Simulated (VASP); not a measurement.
Method: r2SCAN meta-GGA, VASP's PBE PAW potentials (set 64) (plane waves; VASP 6.6.1).

Input for VASP

File KPOINTS:
```
Automatic mesh
0
Gamma
19 19 19
0 0 0
```

File POSCAR:
```
Cu
1
    0.0000000000     1.7901717584     1.7901717584
    1.7901717584     0.0000000000     1.7901717584
    1.7901717584     1.7901717584     0.0000000000
Cu
1
Direct
  0.0000000000   0.0000000000   0.0000000000
```

**INCAR**
```
# general
SYSTEM  = Cu
PREC    = Normal
ENCUT   = 400
LREAL   = .FALSE.
LASPH   = .TRUE.

# electronic loop
EDIFF   = 1E-5
NELM    = 100
NELMIN  = 4
ALGO    = Normal
LMAXMIX = 4
LMIXTAU = .TRUE.

# smearing
ISMEAR  = 1
SIGMA   = 0.1

# functional
METAGGA = R2SCAN

# ions
IBRION  = 2
NSW     = 20
ISIF    = 2
EDIFFG  = -0.03

# output
LWAVE   = .FALSE.
LCHARG  = .FALSE.
```

POTCAR, in this order: Cu (PBE.64 set). Program: vasp_std.

Output

File OSZICAR:
```
       N       E                     dE             d eps       ncg     rms          rms(c)
DAV:   1     0.229543376026E+02    0.22954E+02   -0.49815E+03  4129   0.175E+03
DAV:   2    -0.129631244135E+02   -0.35917E+02   -0.33677E+02  3973   0.186E+02
DAV:   3    -0.133692054703E+02   -0.40608E+00   -0.40534E+00  4678   0.293E+01
DAV:   4    -0.133724486361E+02   -0.32432E-02   -0.32430E-02  4820   0.231E+00
DAV:   5    -0.133724940979E+02   -0.45462E-04   -0.45462E-04  4636   0.223E-01    0.783E+00
DAV:   6    -0.114147381187E+02    0.19578E+01   -0.27863E+01  4203   0.127E+02    0.570E+00
DAV:   7    -0.108334934691E+02    0.58124E+00   -0.57306E+00  4252   0.544E+01    0.545E-01
DAV:   8    -0.108283291926E+02    0.51643E-02   -0.11701E-01  4578   0.781E+00    0.928E-01
DAV:   9    -0.108222377849E+02    0.60914E-02   -0.14592E-01  5106   0.876E+00    0.769E-02
DAV:  10    -0.108230105676E+02   -0.77278E-03   -0.12219E-03  4639   0.497E-01    0.109E-01
DAV:  11    -0.108229645558E+02    0.46012E-04   -0.59251E-04  5487   0.465E-01    0.347E-02
DAV:  12    -0.108229877156E+02   -0.23160E-04   -0.40745E-04  4291   0.416E-01    0.282E-02
DAV:  13    -0.108229906740E+02   -0.29583E-05   -0.12601E-04  3327   0.221E-01    0.326E-03
DAV:  14    -0.108229935260E+02   -0.28520E-05   -0.89418E-07  2131   0.130E-02
   1 F= -.10822994E+02 E0= -.10822874E+02  d E =-.108230E+02
```

OUTCAR:
```
------------------------ aborting loop because EDIFF is reached ----------------------------------------
  FORCE on cell =-STRESS in cart. coord.  units (eV):
  Direction    XX          YY          ZZ          XY          YZ          ZX
  --------------------------------------------------------------------------------------
  Total       -0.0232886     -0.0232886     -0.0232886      0.0000000      0.0000000      0.0000000
  in kB       -3.2519183     -3.2519183     -3.2519183      0.0000000      0.0000000      0.0000000
  external PRESSURE =      -3.2519183 kB  Pullay stress =       0.0000000 kB
  volume of cell :       11.47
      direct lattice vectors                 reciprocal lattice vectors
     0.000000000  1.790171758  1.790171758    -0.279302809  0.279302809  0.279302809
     1.790171758  0.000000000  1.790171758     0.279302809 -0.279302809  0.279302809
     1.790171758  1.790171758  0.000000000     0.279302809  0.279302809 -0.279302809
 POSITION                                       TOTAL-FORCE (eV/Angst)
 -----------------------------------------------------------------------------------
      0.00000      0.00000      0.00000        -0.000000      0.000000      0.000000
 -----------------------------------------------------------------------------------
    total drift:                               -0.000000     -0.000000     -0.000000
  FREE ENERGIE OF THE ION-ELECTRON SYSTEM (eV)
  ---------------------------------------------------
  free  energy   TOTEN  =       -10.8229935260 eV

  energy  without entropy=      -10.8226348877  energy(sigma->0) =      -10.82287398

 reached required accuracy - stopping structural energy minimisation
```
(Selected blocks of OUTCAR.)

File OUTCAR:
```
 val. band max:        7.7968679982   @ k =  -0.3684   0.1579   0.0526

 cond. band min:       7.8470152572   @ k =  -0.3158   0.2105   0.0000


 Fermi energy:         7.8287719622

 k-point     1 :       0.0000    0.0000    0.0000
  band No.  band energies     occupation
      1      -2.1430      2.00000
      2       4.5271      2.00000
      3       4.5271      2.00000
      4       4.5276      2.00000
      5       5.3741      2.00000
      6       5.3741      2.00000
      7      31.3815      0.00000
      8      34.6440      0.00000
      9      34.6453      0.00000

 k-point     2 :       0.0526    0.0000    0.0000
  band No.  band energies     occupation
      1      -2.0359      2.00000
      2       4.5031      2.00000
      3       4.5474      2.00000
      4       4.5478      2.00000
      5       5.3656      2.00000
      6       5.3656      2.00000
      7      30.8539      0.00000
      8      33.1740      0.00000
      9      34.2688      0.00000

 k-point     3 :       0.1053    0.0000    0.0000
  band No.  band energies     occupation
      1      -1.7177      2.00000
      2       4.4379      2.00000
      3       4.6008      2.00000
      4       4.6013      2.00000
      5       5.3476      2.00000
      6       5.3477      2.00000
      7      28.6919      0.00000
      8      32.3312      0.00000
      9      33.5858      0.00000

 k-point     4 :       0.1579    0.0000    0.0000
  band No.  band energies     occupation
      1      -1.1993      2.00000
      2       4.3499      2.00000
      3       4.6631      2.00000
      4       4.6637      2.00000
      5       5.3440      2.00000
      6       5.3442      2.00000
      7      25.8767      0.00000
      8      32.0171      0.00000
      9      32.9329      0.00000

 k-point     5 :       0.2105    0.0000    0.0000
  band No.  band energies     occupation
      1      -0.5046      2.00000
      2       4.2702      2.00000
      3       4.6939      2.00000
...
```

The compound is Cu in the fcc structure. It was relaxed first.
